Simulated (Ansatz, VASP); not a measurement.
# GaSi4As: VASP beside Ansatz

Wanted: the spread between two codes on one cell, functional and k mesh. The cell is generated by rule, not measured, and may not be a known phase. The cell is taken from a series of runs on this material, whose earlier steps may have relaxed, scaled, displaced or heated it; both programs get it as it stands.

Program: Ansatz 0.2.0. Level of theory: plane waves, with VASP 6.6.1 beside it; single point at PBEsol. Results are calculated unless marked as measured.

The structure was built from a prototype and need not be the compound's stable phase.

**1. The starting structure**

It takes space group Imm2 (No. 44, orthorhombic). Conventional cell: a = 3.891 Å, b = 3.891 Å, c = 16.510 Å, α = 90.00°, β = 90.00°, γ = 90.00°. As has 2 Si at 2.38 Å and 2 Ga at 2.38 Å nearest. Ga has 2 As at 2.38 Å and 2 Si at 2.38 Å nearest. Si has 2 As at 2.38 Å and 2 Si at 2.38 Å nearest. Nearest to Si lie 4 Si at 2.38 Å. Si has 4 Si at 2.38 Å nearest. Nearest to Si lie 2 Si at 2.38 Å and 2 Ga at 2.38 Å. Farther neighbours are not listed.

**2. Ansatz: single point, PBEsol**

Ansatz runs on its default PAW (the set named soft_2) files.

A single point gives forces, pressure and levels at one fixed geometry, so differences don't come from the geometry; what else differs is listed under the comparison.

input.yaml

```yaml
crystal:
  lattice:
    - [2.75167, 2.75167, 0.0]
    - [-2.75167, 2.75167, 0.0]
    - [2.75167, 0.0, 8.255]
  atoms:
    - { symbol: As, position: [0.416667, 0.083333, 0.166667] }
    - { symbol: Ga, position: [0.0, 0.0, 0.0] }
    - { symbol: Si, position: [0.333333, 0.666667, 0.333333] }
    - { symbol: Si, position: [0.75, 0.75, 0.5] }
    - { symbol: Si, position: [0.666667, 0.333333, 0.666667] }
    - { symbol: Si, position: [0.083333, 0.416667, 0.833333] }
kpoints:
  mp_grid: { grid: [6, 6, 6] }
hamiltonian:
  xc: pbesol
scf:
  occupations: { method: gaussian, width: 0.1 }
output:
  forces: true
  stress: true
  eigenvalues: true
```

Launch:

```
ansatz run input.yaml --threads 8 --pin off --max-ram 14336MiB --backend cpu --events-out ev --progress --plain --runs-dir out
```

Numbers of over 12 decimals in the logs are rounded to 6 here.

Log:

```text
Warning: the atoms were moved onto the symmetric positions of the space group found under crystal.symmetry.tolerance 1.0e-5 (fractional; no operation is sought that the atoms, as they stand in a round, miss by more than twice it, and no atom is moved by as much as it), and the run uses the moved positions. Before a round's move an operation carried an atom to 5.50e-6 Å from where it should land, the largest such dist [...]
Engine: ansatz 0.2.0, x86_64-unknown-linux-gnu
Pseudopotentials: kind: paw
Pseudopotential: As, paw, valence charge 15, recommended cutoff 420 eV (normal), As.paw.azcp
Pseudopotential: Ga, paw, valence charge 13, recommended cutoff 420 eV (normal), Ga.paw.azcp
Pseudopotential: Si, paw, valence charge 4, recommended cutoff 420 eV (normal), Si.paw.azcp
Functional definition: PBEsol
  exchange = pbesol_x
  correlation = pbesol_c
Crystal: 6 atoms, lattice volume = 125.009 Å³
Basis set: ecut = 420 eV, 2495 PW (Γ), exchange–correlation on 54×54×120 points (8 copies of the dense FFT grid, shifted against one another)
Bands: 28, of which v1, the nominal top of the filled ones, is band 22 counted from 1 (21 counted from 0)
Symmetry: 4 space group operations
Space group: Imm2 (ITA 44), of the structure as read, at distance tolerance 5.0e-5 Å
k-points: 46 of 216 (time reversal used)
Non-local potential: As, projectors of the file, l = 0: 2, l = 1: 2, l = 2: 3, l = 3: 1
Non-local potential: Ga, projectors of the file, l = 0: 2, l = 1: 2, l = 2: 3, l = 3: 1
Non-local potential: Si, projectors of the file, l = 0: 2, l = 1: 2, l = 2: 2
PAW form: soft (Blöchl's): semilocal exchange-correlation on the pseudo side does not see the compensation charge
PAW frozen core: As, regenerated for the run's functional, and the local potential with it (the file was generated under x = pbe(κ = 0.804, μ = 0.219515), c = pbe(β = 0.066725))
PAW frozen core: Ga, regenerated for the run's functional, and the local potential with it (the file was generated under x = pbe(κ = 0.804, μ = 0.219515), c = pbe(β = 0.066725))
PAW frozen core: Si, regenerated for the run's functional, and the local potential with it (the file was generated under x = pbe(κ = 0.804, μ = 0.219515), c = pbe(β = 0.066725))
PAW one-centre angular grid: As, 590 points (default); XC on 64 Gauss nodes
PAW one-centre angular grid: Ga, 590 points (default); XC on 64 Gauss nodes
PAW one-centre angular grid: Si, 110 points (default); XC on 64 Gauss nodes
Initial density: superposition of atomic densities (neutral atoms: chi_scale 0, normalization atom), corrected by the library's trained network
Initial wavefunctions: pseudopotential atomic-orbital guess
Functional: x = pbesol(κ = 0.804, μ = 0.123457), c = pbesol(β = 0.046)
SCF iter   1: F=—  HF=-11042.221574 eV  |F-HF|=—  |Δ(HF+E_count)|=         —  Δρ=3.28e-3  dr2=3.48e-2  ethr=1.77e-3  ⟨swp⟩=6.4  Hψ=6192  notcnv=0
preconditioner: auto → Kerker (q_TF=auto, 2.293 Å⁻¹)  [metal: Δε(μ)=0.086 eV  Ē_g=10.788 eV  σ=0.100 eV  W_gap=0.39  n_scr=26 (ndim 8)  ℏωp=19.4 eV  f_vac=0.000  D(μ)=0.61/eV (n_scr^D=2)]
SCF iter   2: F=—  HF=-11042.215130 eV  |F-HF|=—  |Δ(HF+E_count)|=   6.44e-3  Δρ=2.04e-3  dr2=1.46e-2  ethr=7.91e-5  ⟨swp⟩=1.0  Hψ=1657  notcnv=0
SCF iter   3: F=—  HF=-11042.212240 eV  |F-HF|=—  |Δ(HF+E_count)|=   2.89e-3  Δρ=5.97e-4  dr2=9.77e-4  ethr=3.32e-5  ⟨swp⟩=2.2  Hψ=1636  notcnv=0
SCF iter   4: F=—  HF=-11042.212137 eV  |F-HF|=—  |Δ(HF+E_count)|=   1.03e-4  Δρ=2.72e-4  dr2=2.37e-4  ethr=2.22e-6  ⟨swp⟩=2.0  Hψ=2234  notcnv=0
SCF iter   5: F=—  HF=-11042.212128 eV  |F-HF|=—  |Δ(HF+E_count)|=   8.66e-6  Δρ=1.88e-4  dr2=7.41e-5  ethr=5.40e-7  ⟨swp⟩=2.9  Hψ=2466  notcnv=0
SCF iter   6: F=—  HF=-11042.212059 eV  |F-HF|=—  |Δ(HF+E_count)|=   6.87e-5  Δρ=7.63e-5  dr2=6.87e-6  ethr=1.68e-7  ⟨swp⟩=2.0  Hψ=2024  notcnv=0
SCF iter   7: F=—  HF=-11042.212059 eV  |F-HF|=—  |Δ(HF+E_count)|=   6.23e-8  Δρ=3.10e-5  dr2=3.11e-6  ethr=1.56e-8  ⟨swp⟩=2.0  Hψ=2198  notcnv=0
SCF iter   8: F=—  HF=-11042.212058 eV  |F-HF|=—  |Δ(HF+E_count)|=   9.89e-7  Δρ=1.48e-5  dr2=6.26e-7  ethr=7.07e-9  ⟨swp⟩=2.2  Hψ=2143  notcnv=0
SCF iter   9: F=-11042.212058 eV  HF=-11042.212058 eV  |F-HF|=7.62e-8  |Δ(HF+E_count)|=   3.54e-8  Δρ=6.84e-6  dr2=7.88e-8  ethr=2.27e-10  ⟨swp⟩=7.3  Hψ=6410  notcnv=0
SCF 1 converged in 9 iterations: F = -11042.212058 eV  dr2 = 7.88e-8
  greatest PAW one-centre occupation: 0.999 electrons in one spin orbital (limit 2), on the As atom at site 0 (counted from 0), in its partial waves of l = 2
SCF converged after 9 iterations
Free energy (F): -11042.212058 eV
Harris-Foulkes:  -11042.212058 eV  (|F-HF|=7.62e-8)
Internal energy: -11042.208799 eV  (E = F + TS)
E sigma→0 (E₀):  -11042.210429 eV
Entropy (-TS):   -0.003260 eV (-0.543 meV/atom)
Fermi energy:    7.344134 eV
--- Per-component energies (eV) ---
  E_band       = -323.085752
  E_kinetic    = 380.364183
  E_local      = -5648.566813  (includes V_loc(G=0)·N_el)
  E_nonlocal   = -140.087277
  E_hartree    = 2798.737581
  E_xc         = -366.277859
  E_vxc        = -325.145584  (∫ρ·V_xc dr)
  E_paw        = -5736.434896  (= ΣΔE_a)
  E_vpaw       = -187.105053  (= ΣTr[D̂ρ^β])
  E_aug_tail   = -0.000123  (compensation charges beyond the density's cutoff)
  E_ewald      = -2331.899243
  E_core_change = 1.955649  (= ΣΔE_core)
  E_smearing   = -0.003260  (= −TS)
  E_closure    = 0.000000  (closes the sum)
  Σ components = -11042.212058   (vs F -11042.212058, Δ=0.00e0)
--- Forces (eV/Å), atoms counted from 1 ---
  atom   1  As     0.00000000    -0.00000000     0.39786947
  atom   2  Ga    -0.00000000     0.00000000    -1.04511041
  atom   3  Si     0.00000000    -0.00000000     0.87939715
  atom   4  Si     0.00000000     0.00000000    -0.10315515
  atom   5  Si     0.00000000    -0.00000000     0.10180354
  atom   6  Si    -0.00000000    -0.00000000    -0.23069170
  max |Σ_I F_I| component: 1.13e-4 eV/Å
--- Stress (GPa, compression-positive) ---
        0.512142      -0.001145      -0.000000
       -0.001145       0.512142      -0.000000
       -0.000000      -0.000000      -0.111960
  P = ⅓ Tr σ = 0.3041 GPa (3.041 kbar)
--- Band table (eV; the first three rows and the last of 46) ---
  k-point 0: bands = [... 18 lower, 4.9306, 6.8875, 6.9294, 7.2083, 7.4997, 7.7914, 8.6579, 9.2175, ... 2 higher]
  k-point 1: bands = [... 18 lower, 5.0101, 6.4259, 6.7392, 7.2858, 7.3293, 7.7799, 8.4870, 9.3988, ... 2 higher]
  k-point 2: bands = [... 18 lower, 5.2922, 5.5940, 6.3191, 6.9116, 7.3706, 7.7777, 8.4046, 9.2356, ... 2 higher]
  k-point 45: bands = [... 18 lower, 3.5253, 3.6569, 4.2032, 4.3625, 7.9482, 8.0775, 8.6897, 8.8522, ... 2 higher]
```

In the SCF lines HF is the Harris–Foulkes energy and dr2 the Hartree energy of the density residual, in eV; the loop may stop once dr2 is under the threshold and the program's other checks hold. Hψ counts applications of the Hamiltonian.

The run ends at a pressure of 0.30 GPa, with forces up to 1.0 eV/Å.

**3. VASP: single point, PBEsol**

The same cell, functional, mesh and smearing now go to VASP, with its own data sets.

Lines of VASP's logs that name or quote its potential files are left out, and so is its time.

INCAR

```
SYSTEM = GaSi4As
PREC = Accurate
ENCUT = 500
EDIFF = 1E-06
NELM = 120
ISMEAR = 0
SIGMA = 0.1
LREAL = .FALSE.
ALGO = Normal
GGA = PS
NBANDS = 23
LORBIT = 11
LWAVE = .FALSE.
LCHARG = .FALSE.
ISIF = 2
LASPH = .TRUE.
GGA_COMPAT = .FALSE.
KPAR = 2
```

POSCAR

```
GaSi4As
1.0
    2.7516700000      2.7516700000      0.0000000000
   -2.7516700000      2.7516700000      0.0000000000
    2.7516700000      0.0000000000      8.2550000000
As Ga Si
1 1 4
Direct
    0.4166670000      0.0833330000      0.1666670000
    0.0000005000      0.9999995000      0.0000000000
    0.3333340000      0.6666660000      0.3333330000
    0.7500005000      0.7499995000      0.5000000000
    0.6666670000      0.3333330000      0.6666670000
    0.0833340000      0.4166660000      0.8333330000
```

KPOINTS

```
Automatic mesh
0
Gamma
6 6 6
0 0 0
```

PAW data sets: As, Ga_d and Si (PBE family, release 64).

Launch:

```
mpirun -np 2 vasp_std
```

Log:

```text
[banner, memory and clock lines left out]
running    2 mpi-ranks, on    1 nodes
 distrk:  each k-point on    1 cores,    2 groups
 distr:  one band on    1 cores,    1 groups

 POSCAR found type information on POSCAR AsGaSi
 POSCAR found :  3 types and       6 ions
|                                                                             |
|               ----> ADVICE to this user running VASP <----                  |
|                                                                             |
|     You enforced a specific xc type in the INCAR file but a different       |
|     [... a line on the potential file left out ...]
|     I HOPE YOU KNOW WHAT YOU ARE DOING!                                     |
|                                                                             |

 LDA part: xc-table for (Slater+PW92), standard interpolation
 POSCAR, INCAR and KPOINTS ok, starting setup
 FFT: planning ... GRIDC
 FFT: planning ... GRID_SOFT
 FFT: planning ... GRID
 WAVECAR not read
 entering main loop
       N       E                     dE             d eps       ncg     rms          rms(c)
DAV:   1     0.175611396256E+03    0.17561E+03   -0.14389E+04  2220   0.152E+03
DAV:   2    -0.117151859035E+02   -0.18733E+03   -0.17704E+03  2262   0.335E+02
DAV:   3    -0.315264348858E+02   -0.19811E+02   -0.19221E+02  2660   0.899E+01
DAV:   4    -0.321579704606E+02   -0.63154E+00   -0.62824E+00  2705   0.168E+01
DAV:   5    -0.321759018979E+02   -0.17931E-01   -0.17920E-01  2745   0.271E+00    0.745E+00
DAV:   6    -0.316244325668E+02    0.55147E+00   -0.57346E-01  3032   0.715E+00    0.437E+00
DAV:   7    -0.314647789021E+02    0.15965E+00   -0.60581E-01  2635   0.404E+00    0.824E-01
DAV:   8    -0.314582326408E+02    0.65463E-02   -0.96950E-02  2551   0.216E+00    0.421E-01
DAV:   9    -0.314583802870E+02   -0.14765E-03   -0.10862E-02  2615   0.685E-01    0.166E-01
DAV:  10    -0.314585370057E+02   -0.15672E-03   -0.15592E-03  2673   0.233E-01    0.924E-02
DAV:  11    -0.314585919438E+02   -0.54938E-04   -0.30669E-04  2814   0.101E-01    0.272E-02
DAV:  12    -0.314585939308E+02   -0.19870E-05   -0.64805E-05  2592   0.448E-02    0.190E-02
DAV:  13    -0.314585958326E+02   -0.19018E-05   -0.76448E-06  2899   0.154E-02    0.592E-03
DAV:  14    -0.314585953200E+02    0.51260E-06   -0.14757E-06  2045   0.882E-03
   1 F= -.31458595E+02 E0= -.31456956E+02  d E =-.327921E-02
```

From OUTCAR (step 3):

```text
ion  position               nearest neighbor table
   1  0.417  0.083  0.167-   3 2.38   3 2.38   2 2.38   2 2.38
   2  0.000  1.000  0.000-   1 2.38   6 2.38   6 2.38   1 2.38
   3  0.333  0.667  0.333-   1 2.38   1 2.38   4 2.38   4 2.38
   4  0.750  0.750  0.500-   3 2.38   5 2.38   3 2.38   5 2.38
   5  0.667  0.333  0.667-   6 2.38   6 2.38   4 2.38   4 2.38
   6  0.083  0.417  0.833-   5 2.38   5 2.38   2 2.38   2 2.38

  LATTYP: Found a body centered tetragonal cell.
 ALAT       =     3.8914490332
 C/A-ratio  =     4.2426355476

 Subroutine GETGRP returns: Found  4 space group operations
 (whereof  4 operations were pure point group operations)

The static configuration has the point symmetry C_2v.

 Found     46 irreducible k-points:

   k-points           NKPTS =     46   k-points in BZ     NKDIM =     46   number of bands    NBANDS=     23

   dimension x,y,z NGX =    28 NGY =   28 NGZ =   64
   dimension x,y,z NGXF=    56 NGYF=   56 NGZF=  128

   ENCUT  =  500.0 eV  36.75 Ry    6.06 a.u.   7.10  7.10 15.86*2*pi/ulx,y,z

   NELECT =      34.0000    total number of electrons

 k-points in reciprocal lattice and weights: Automatic mesh
   0.00000000  0.00000000  0.00000000       0.005
   0.16666667  0.00000000  0.00000000       0.019
   0.00000000 -0.16666667  0.00000000       0.019
   0.33333333  0.00000000  0.00000000       0.019
   0.00000000 -0.33333333  0.00000000       0.019
   0.50000000  0.00000000  0.00000000       0.009
   0.00000000  0.50000000  0.00000000       0.009
   0.16666667  0.16666667  0.00000000       0.019
   0.33333333  0.16666667  0.00000000       0.037
[...]
-0.16666667  0.16666667  0.33333333       0.019
   0.00000000  0.00000000  0.50000000       0.005

 average (electrostatic) potential at core
       1 -49.4529       2 -64.6001       3 -84.4105       4 -83.7724       5 -83.6792
       6 -83.2809

 E-fermi :   5.5563

 k-point     1 :       0.0000    0.0000    0.0000
  band No.  band energies     occupation
    ...
     13       3.0217      2.00000
     14       3.1429      2.00000
     15       5.1039      2.00000
     16       5.1438      2.00000
     17       5.4202      1.94581
     18       5.7136      0.02607
     19       5.9988      0.00000
     20       6.8700      0.00000
     21       7.4258      0.00000
     22       7.6866      0.00000
    ...

 k-point     2 :       0.1667    0.0000    0.0000
  band No.  band energies     occupation
    ...
     13       2.4836      2.00000
     14       3.3220      2.00000
     15       3.3224      2.00000
     16       4.4473      2.00000
     17       5.6013      0.52462
     18       5.8628      0.00001
     19       6.7286      0.00000
     20       7.9463      0.00000
     21       7.9509      0.00000
     22       8.2248      0.00000
    ...

 k-point     3 :       0.0000   -0.1667    0.0000
  band No.  band energies     occupation
    ...
     13       2.4713      2.00000
     14       3.2171      2.00000
     15       3.7931      2.00000
     16       4.4864      2.00000
     17       4.9719      2.00000
     18       6.2722      0.00000
     19       6.9303      0.00000
     20       7.5576      0.00000
     21       7.7848      0.00000
     22       8.2567      0.00000
    ...

  Total        0.5099801      0.5099801      0.0258557     -0.0172852      0.0000000      0.0000000
  in kB        6.5361806      6.5361806      0.3313802     -0.2215371      0.0000000      0.0000000
  external PRESSURE =       4.4679138 kB  Pullay stress =       0.0000000 kB

  energy-cutoff  :      500.00
  volume of cell :      125.01
      direct lattice vectors                 reciprocal lattice vectors
     2.751670000  2.751670000  0.000000000     0.181707836  0.181707836 -0.060569352
    -2.751670000  2.751670000  0.000000000    -0.181707836  0.181707836  0.060569352
     2.751670000  0.000000000  8.255000000     0.000000000  0.000000000  0.121138704

 POSITION                                       TOTAL-FORCE (eV/Angst)
 -----------------------------------------------------------------------------------
      1.37584      1.37583      1.37584        -0.000000     -0.000000      0.375166
     -2.75167      2.75167      0.00000        -0.000000     -0.000000     -1.064546
      0.00000      2.75167      2.75166         0.000000     -0.000000      0.909645
      1.37584      4.12750      4.12750         0.000000     -0.000000     -0.100856
      2.75167      2.75167      5.50334         0.000000     -0.000000      0.102527
      1.37584      1.37583      6.87916         0.000000      0.000000     -0.221937
 -----------------------------------------------------------------------------------
    total drift:                               -0.001926      0.000059     -0.000038

  FREE ENERGIE OF THE ION-ELECTRON SYSTEM (eV)
  ---------------------------------------------------
  free  energy   TOTEN  =       -31.4585953200 eV

  energy  without entropy=      -31.4553161068  energy(sigma->0) =      -31.45695571

 total charge
# of ion       s       p       d       tot
------------------------------------------
    1        1.212   1.613   0.048   2.873
    2        0.906   0.925   9.987  11.819
    3        0.760   0.872   0.000   1.632
    4        0.754   0.915   0.000   1.669
    5        0.752   0.904   0.000   1.656
    6        0.759   0.923   0.000   1.683
--------------------------------------------------
tot          5.144   6.153  10.035  21.332

[... 3 further parts left out ...]
```

The run ends at a pressure of 0.45 GPa, with forces up to 1.1 eV/Å.

**4. Differences**

Known differences besides the potentials themselves: the data sets hold 44 valence electrons in Ansatz (on its default PAW (the set named soft_2) files) and 34 in VASP; the cutoff is 420 eV in Ansatz and 500 eV in VASP; Ansatz makes its cores anew for this functional, VASP keeps those of its PBE data sets. Total energies have different zeros and are not compared.

Compared:

```tsv
quantity	Ansatz	VASP	difference
pressure (GPa)	0.30	0.45	-0.14
```

Forces (eV/Å; atoms numbered as in POSCAR):

```tsv
atom	Ansatz x, y, z	VASP x, y, z
As1	0.000, 0.000, 0.398	0.000, 0.000, 0.375
Ga2	0.000, 0.000, -1.045	0.000, 0.000, -1.065
Si3	0.000, 0.000, 0.879	0.000, 0.000, 0.910
Si4	0.000, 0.000, -0.103	0.000, 0.000, -0.101
Si5	0.000, 0.000, 0.102	0.000, 0.000, 0.103
Si6	0.000, 0.000, -0.231	0.000, 0.000, -0.222
```

The forces differ by 10 meV/Å r.m.s., which is 3.0 % of the r.m.s. force of 0.347 eV/Å (both taken over all components).

**5. Results**

- r.m.s. force difference (single point, PBEsol): 3.0 % of the r.m.s. force

In words: The r.m.s. force difference is 3.0 % of the r.m.s. force (single point, PBEsol), at about the 3 % picked in this series as the mark of a large difference. The data sets hold unlike numbers of valence electrons (44 in Ansatz and 34 in VASP), so part of the differences comes from the potentials. Such differences can come from data sets, numerical settings and the points named under the comparisons, not from the functional's error against experiment.

[Lines on the potential files, build, host, timing and source positions are cut from VASP's logs without a mark.]

[Logs are printed without paths, hosts, clocks, repeated set-up lines and the standing remarks that a program may print on its own settings, such as how far it seeks lower states.]

[Hosts, paths, dates, database ids (printed as entryN), source tags and the programs' standing remarks are cut or masked in the printed files.]
